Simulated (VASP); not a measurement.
# RbHgBr2 (P4/mmm) in VASP: single point with PBE

Aim: the single point of RbHgBr2 with PBE.

Everything below comes from runs of VASP 6.6.1. Logs are shortened: lines on timing, memory, paths and dates and some standing lists are left out, and cuts for length are marked.

## (1) Starting point

The structure is tetragonal, space group P4/mmm (No. 123). Conventional cell: a = 5.882 Å, b = 5.882 Å, c = 4.462 Å, α = 90.00°, β = 90.00°, γ = 90.00°. Rb (site symmetry 4/mmm) is surrounded by 8 Br at 3.69 Å. Hg (site symmetry 4/mmm) has 4 Br at 2.94 Å as nearest neighbours. Br (site symmetry mmm) has 2 Hg at 2.94 Å as nearest neighbours.

The cell was built by a generator and needn't be a form met in nature.

## (2) Single point, PBE

Contents of INCAR:

```
SYSTEM = RbHgBr2
PREC     = Accurate       ! precision mode
ENCUT    = 520            ! plane-wave cutoff, eV
EDIFF    = 1E-7           ! SCF threshold, eV
ISMEAR   = 0              ! smearing method
SIGMA    = 0.1            ! smearing width, eV
LREAL    = .False.        ! projectors in reciprocal space
LASPH    = .True.         ! aspherical terms in the spheres
NELM     = 100            ! most SCF steps
ALGO     = Fast           ! electronic algorithm
ISIF     = 2              ! what is computed and relaxed
LWAVE    = .False.        ! write WAVECAR
LCHARG   = .False.        ! write CHGCAR
GGA      = PE             ! functional
NBANDS   = 26             ! bands
```

Contents of KPOINTS:

```
Automatic mesh
0
Gamma
  8 8 10
  0 0 0
```

Contents of POSCAR:

```
RbHgBr2
1.0
    5.8815188920      0.0000000000      0.0000000000
    0.0000000000      5.8815188920      0.0000000000
    0.0000000000      0.0000000000      4.4619434569
Rb Hg Br
1 1 2
Direct
    0.5000000000      0.5000000000      0.5000000000
    0.0000000000      0.0000000000      0.0000000000
    0.5000000000      0.0000000000      0.0000000000
    0.0000000000      0.5000000000      0.0000000000
```

Potentials or basis: VASP PAW PBE potentials, release 64 (Rb_sv, Hg, Br).

On the command line:

```sh
$ cat potpaw_PBE.64/Rb_sv/POTCAR potpaw_PBE.64/Hg/POTCAR potpaw_PBE.64/Br/POTCAR > POTCAR
$ mpirun -np 1 vasp_std > vasp.out
```

OUTCAR:

```text
SYSTEM = RbHgBr2
   PREC = Accurate
   ENCUT = 520
   EDIFF = 1E-7
   ISMEAR = 0
   LREAL = .False.
   LASPH = .True.
   NELM = 100
   ISIF = 2
   GGA = PE

 ion  position               nearest neighbor table
   1  0.500  0.500  0.500-   3 3.69   4 3.69   3 3.69   4 3.69   3 3.69   3 3.69   4 3.69   4 3.69
                             2 4.72   2 4.72   2 4.72   2 4.72   2 4.72   2 4.72   2 4.72   2 4.72
   2  0.000  0.000  0.000-   3 2.94   4 2.94   4 2.94   3 2.94   1 4.72   1 4.72   1 4.72   1 4.72
                             1 4.72   1 4.72   1 4.72   1 4.72
   3  0.500  0.000  0.000-   2 2.94   2 2.94   1 3.69   1 3.69   1 3.69   1 3.69
   4  0.000  0.500  0.000-   2 2.94   2 2.94   1 3.69   1 3.69   1 3.69   1 3.69

  LATTYP: Found a simple tetragonal cell.
 ALAT       =     5.8815188920
 C/A-ratio  =     0.7586379537

  Lattice vectors:

 A1 = (   5.8815188920,   0.0000000000,   0.0000000000)
 A2 = (   0.0000000000,   5.8815188920,   0.0000000000)
 A3 = (   0.0000000000,   0.0000000000,   4.4619434569)

Analysis of symmetry for initial positions (statically):
=====================================================================
 Subroutine PRICEL returns:
 Original cell was already a primitive cell.

 Routine SETGRP: Setting up the symmetry group for a
 simple tetragonal supercell.

 Subroutine GETGRP returns: Found 16 space group operations
 (whereof 16 operations were pure point group operations)
 out of a pool of 16 trial point group operations.

The static configuration has the point symmetry D_4h.

Analysis of symmetry for dynamics (positions and initial velocities):
=====================================================================
 Subroutine PRICEL returns:
 Original cell was already a primitive cell.

 Routine SETGRP: Setting up the symmetry group for a
 simple tetragonal supercell.

 Subroutine GETGRP returns: Found 16 space group operations
 (whereof 16 operations were pure point group operations)
 out of a pool of 16 trial point group operations.

The dynamic configuration has the point symmetry D_4h.

 Subroutine INISYM returns: Found 16 space group operations
 (whereof 16 operations are pure point group operations),
 and found     1 'primitive' translations

----------------------------------------------------------------------------------------

                                     Primitive cell

  volume of cell :     154.3487

  direct lattice vectors                    reciprocal lattice vectors
     5.881518892  0.000000000  0.000000000     0.170024107  0.000000000  0.000000000
     0.000000000  5.881518892  0.000000000     0.000000000  0.170024107  0.000000000
     0.000000000  0.000000000  4.461943457     0.000000000  0.000000000  0.224117587

  length of vectors
     5.881518892  5.881518892  4.461943457     0.170024107  0.170024107  0.224117587

  position of ions in fractional coordinates (direct lattice)
     0.500000000  0.500000000  0.500000000
     0.000000000  0.000000000  0.000000000
     0.500000000  0.000000000  0.000000000
     0.000000000  0.500000000  0.000000000

  ion indices of the primitive-cell ions
   primitive index   ion index
                 1           1
                 2           2
                 3           3
                 4           4

----------------------------------------------------------------------------------------

 KPOINTS: Automatic mesh

Automatic generation of k-mesh.
 Grid dimensions read from file:
 generate k-points for:    8    8   10

 Generating k-lattice:

  Cartesian coordinates                     Fractional coordinates (reciprocal lattice)
     0.021253013  0.000000000  0.000000000     0.125000000  0.000000000  0.000000000
     0.000000000  0.021253013  0.000000000     0.000000000  0.125000000  0.000000000
     0.000000000  0.000000000  0.022411759     0.000000000  0.000000000  0.100000000

  Length of vectors
     0.021253013  0.021253013  0.022411759

  Shift w.r.t. Gamma in fractional coordinates (k-lattice)
     0.000000000  0.000000000  0.000000000

 Subroutine IBZKPT returns following result:
 ===========================================

 Found     90 irreducible k-points:

 Following reciprocal coordinates:
            Coordinates               Weight
  0.000000  0.000000  0.000000      1.000000
  0.125000  0.000000  0.000000      4.000000
  0.250000  0.000000  0.000000      4.000000
  0.375000  0.000000  0.000000      4.000000
  0.500000  0.000000  0.000000      2.000000
  0.125000  0.125000  0.000000      4.000000
[... 16 lines left out ...]
  0.375000  0.125000  0.100000     16.000000
  0.500000  0.125000  0.100000      8.000000
 [... further k-points ...]
   k-points           NKPTS =     90   k-points in BZ     NKDIM =     90   number of bands    NBANDS=     26
   number of dos      NEDOS =    301   number of ions     NIONS =      4
   total plane-waves  NPLWV =  82944
   dimension x,y,z NGX =    48 NGY =   48 NGZ =   36
   dimension x,y,z NGXF=    96 NGYF=   96 NGZF=   72
   ions per type =               1   1   2
   NGX,Y,Z   is equivalent  to a cutoff of  13.57, 13.57, 13.41 a.u.
   NGXF,Y,Z  is equivalent  to a cutoff of  27.14, 27.14, 26.83 a.u.
 SYSTEM =  RbHgBr2
   PREC   = accura    normal or accurate (medium, high low for compatibility)
   ISTART =      0    job   : 0-new  1-cont  2-samecut
   ICHARG =      2    charge: 1-file 2-atom 10-const
   ISPIN  =      1    spin polarized calculation?
   LNONCOLLINEAR =      F non collinear calculations
   LSORBIT =      F    spin-orbit coupling
   LASPH  =      T    aspherical Exc in radial PAW
   ENCUT  =  520.0 eV  38.22 Ry    6.18 a.u.  10.94 10.94  8.30*2*pi/ulx,y,z
   NELM   =    100;   NELMIN=  2; NELMDL= -5     # of ELM steps
   EDIFF  = 0.1E-06   stopping-criterion for ELM
   LREAL  =      F    real-space projection
   EDIFFG = 0.1E-05   stopping-criterion for IOM
   NSW    =      0    number of steps for IOM
   IBRION =     -1    ionic relax: 0-MD 1-quasi-New 2-CG
   NFREE  =      0    steps in history (QN), initial steepest desc. (CG)
   ISIF   =      2    stress and relaxation
   ISYM   =      2    0-nonsym 1-usesym 2-fastsym
   POTIM  = 0.5000    time-step for ionic-motion
   TEBEG  =    0.0;   TEEND  =   0.0 temperature during run
   PSTRESS=    0.0 pullay stress
   NELECT =      35.0000    total number of electrons
   NUPDOWN=      -1.0000    fix difference up-down
   EMIN   =  10.00;   EMAX   =-10.00  energy-range for DOS
   EFERMI =   0.00;   METHOD = LEGACY
   ISMEAR =     0;   SIGMA  =   0.10  broadening in eV -4-tet -1-fermi 0-gaus
   EFERMI_NEDOS =   21; number of points for ismear=-14 and -15
   IALGO  =     68    algorithm
   IMIX   =      4    mixing-type and parameters
     AMIX     =   0.40;   BMIX     =  1.00
     AMIX_MAG =   1.60;   BMIX_MAG =  1.00
  volume/ion in A,a.u.               =      38.59       260.40
  Fermi-wavevector in a.u.,A,eV,Ry     =   0.998305  1.886523 13.559736  0.996612
  Thomas-Fermi vector in A             =   2.130519
   LORBIT       =      0    0 simple, 1 ext, 2 COOP (PROOUT), +10 PAW based schemes
   GGA     = PE    functional components
   LHFCALC =     F    Hartree Fock is set to
   AEXX    =    0.0000 exact exchange contribution
   IVDW    =     0    specifies the selected vdW correction
   LEPSILON=     F    determine dielectric tensor
   LRPA    =     F    only Hartree local field effects (RPA)
 non-spin polarized calculation
 RMM-DIIS sequential band-by-band and
 Gauss-broadening in eV      SIGMA  =   0.10
  energy-cutoff  :      520.00
  volume of cell :      154.35
 maximum number of plane-waves:      4192
 NGX is ok and might be reduce to    48
   NGX = 21   NGY = 21   NGZ = 17

 number of electron      34.9999998 magnetization

 Free energy of the ion-electron system (eV)
  ---------------------------------------------------
  ext. energy  EPLUGINS =         0.00000000
  ---------------------------------------------------
  free energy    TOTEN  =        -8.36923640 eV

  energy without entropy =       -8.36471078  energy(sigma->0) =       -8.36697359

 E-fermi :   0.5714     XC(G=0):  -7.5545

 val. band max:        0.5357522625   @ k =   0.3750   0.0000   0.3000
 cond. band min:       0.6105029316   @ k =   0.3750   0.1250   0.3000
 fundamental gap:      0.0747506692
 Fermi energy:         0.5713716318

 k-point     1 :       0.0000    0.0000    0.0000
  band No.  band energies     occupation
      1     -26.4604      2.00000
      2     -14.3850      2.00000
      3     -14.1753      2.00000
      4     -10.5614      2.00000
      5     -10.5614      2.00000
      6     -10.4993      2.00000
[... 18 lines left out ...]
     25       7.2952      0.00000
     26       7.3373      0.00000

 k-point     2 :       0.1250    0.0000    0.0000
  band No.  band energies     occupation
      1     -26.4603      2.00000
      2     -14.3753      2.00000
      3     -14.1810      2.00000
      4     -10.5612      2.00000
      5     -10.5535      2.00000
      6     -10.4988      2.00000
[... 18 lines left out ...]
     25       7.1631      0.00000
     26       7.3829      0.00000

 k-point     3 :       0.2500    0.0000    0.0000
  band No.  band energies     occupation
      1     -26.4602      2.00000
      2     -14.3499      2.00000
      3     -14.1966      2.00000
      4     -10.5607      2.00000
      5     -10.5343      2.00000
      6     -10.4977      2.00000
[... 572 lines left out ...]
 k-point    23 :       0.3750    0.1250    0.1000
  band No.  band energies     occupation
      1     -26.4594      2.00000
      2     -14.3066      2.00000
      3     -14.2165      2.00000
      4     -10.5510      2.00000
      5     -10.5204      2.00000
      6     -10.5061      2.00000
[... 18 lines left out ...]
     25       7.1813      0.00000
     26       7.8308      0.00000

 k-point    24 :       0.5000    0.1250    0.1000
  band No.  band energies     occupation
      1     -26.4594      2.00000
      2     -14.2887      2.00000
      3     -14.2295      2.00000
      4     -10.5507      2.00000
      5     -10.5105      2.00000
      6     -10.5092      2.00000
[... 18 lines left out ...]
     25       7.1889      0.00000
     26       7.5562      0.00000

 [... further k-points ...]

------------------------ aborting loop because EDIFF is reached ----------------------------------------

  FORCE on cell =-STRESS in cart. coord.  units (eV):
  Direction    XX          YY          ZZ          XY          YZ          ZX
  --------------------------------------------------------------------------------------
  -------------------------------------------------------------------------------------
  Total        0.0485526      0.0485526     -0.0042973      0.0000000      0.0000000      0.0000000
  in kB        0.5039874      0.5039874     -0.0446071      0.0000000      0.0000000      0.0000000
  external PRESSURE =       0.3211225 kB  Pullay stress =       0.0000000 kB

 VOLUME and BASIS-vectors are now :
 -----------------------------------------------------------------------------
  energy-cutoff  :      520.00
  volume of cell :      154.35
      direct lattice vectors                 reciprocal lattice vectors
     5.881518892  0.000000000  0.000000000     0.170024107  0.000000000  0.000000000
     0.000000000  5.881518892  0.000000000     0.000000000  0.170024107  0.000000000
     0.000000000  0.000000000  4.461943457     0.000000000  0.000000000  0.224117587

 POSITION                                       TOTAL-FORCE (eV/Angst)
 -----------------------------------------------------------------------------------
      2.94076      2.94076      2.23097         0.000000      0.000000      0.000000
      0.00000      0.00000      0.00000         0.000000      0.000000      0.000000
      2.94076      0.00000      0.00000         0.000000      0.000000      0.000000
      0.00000      2.94076      0.00000         0.000000      0.000000      0.000000
 -----------------------------------------------------------------------------------
    total drift:                                0.000000     -0.000000      0.000000

  FREE ENERGIE OF THE ION-ELECTRON SYSTEM (eV)
  ---------------------------------------------------
  free  energy   TOTEN  =        -8.3692363982 eV

  energy  without entropy=       -8.3647107829  energy(sigma->0) =       -8.36697359
```

It took 7.7 min on 1 thread of Intel Xeon Platinum 8488C (Sapphire Rapids), shared host; peak memory 0.53 GiB.

Results:

| Item | Value |
| --- | --- |
| Free energy | -8.3692 eV |
| Pressure | 0.0 GPa |
| Band gap on the k mesh | none (metal or under the smearing width) |

Caveat: an odd number of electrons without spin polarisation forces a metal; a magnetic or distorted state may lie lower. The run has no spin-orbit coupling, so splittings on Hg are missing.
